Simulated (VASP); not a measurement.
Consider the following.

```yaml
crystal:
  lattice:
    - [1.68810, -5.34480, 0.00000]
    - [1.68810, 5.34480, 0.00000]
    - [0.00000, 0.00000, 4.46760]
  atoms:
    - { symbol: P, position: [0.10170, 0.89830, 0.91940] }
    - { symbol: P, position: [0.39830, 0.60170, 0.41940] }
    - { symbol: P, position: [0.60170, 0.39830, 0.58060] }
    - { symbol: P, position: [0.89830, 0.10170, 0.08060] }
```

Method: PBE GGA, VASP's PBE PAW potentials (set 64) (plane waves; VASP 6.6.1). Settings: 400 eV cut-off, 6×6×5 Monkhorst-Pack mesh, Gaussian smearing of 0.050 eV, potentials P.

Question: Give the force on each atom (eV/Å).

Answer: 
```csv
atom,Fx,Fy,Fz
P1,0.000,0.336,-0.267
P2,0.000,-0.336,-0.267
P3,0.000,0.336,0.267
P4,0.000,-0.336,0.267
```

Question: Give the stress tensor in GPa (positive for a compressed cell).

Answer: 
```
-3.09   0.00   0.00
 0.00  -1.80   0.00
 0.00   0.00  -2.33
```
The pressure is its mean diagonal, -2.41 GPa.

The compound is P in the black structure. The cell was not relaxed at this level. The run is one of a series of settings (KPOINTS 6×6×5 Monkhorst-Pack mesh against the base run), some of them coarse on purpose.
